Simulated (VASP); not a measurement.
Al (fcc) relaxed at rising pressure, in one space group throughout; other phases were not tried. The pressures are those reached. Computed with PBEsol GGA, VASP's PBE PAW potentials (set 64) (plane waves; VASP 6.6.1).

```tsv
P (GPa)	V (Å³/atom)	k-mesh
-0.06	16.200	16×16×16
5.01	15.349	16×16×16
9.99	14.691	16×16×16
19.88	13.719	16×16×16
30.00	12.964	17×17×17
```

A change of mesh leaves a small step in the series.

Question: Fit an equation of state and predict the volume at 44.95 GPa.

Answer: Least squares on the third-order Birch-Murnaghan form, P = (3B0/2)(y⁷ − y⁵)[1 + (3/4)(B′ − 4)(y² − 1)] with y = (V0/V)^(1/3), gives V0 = 16.185 Å³/atom, B0 = 84 GPa and B′ = 4.2, and so 12.131 Å³/atom. The run gave 12.129 Å³/atom, -0.0 % from the fit.

Pressures at which the relaxation failed are left out.

The compound is Al in the fcc structure.
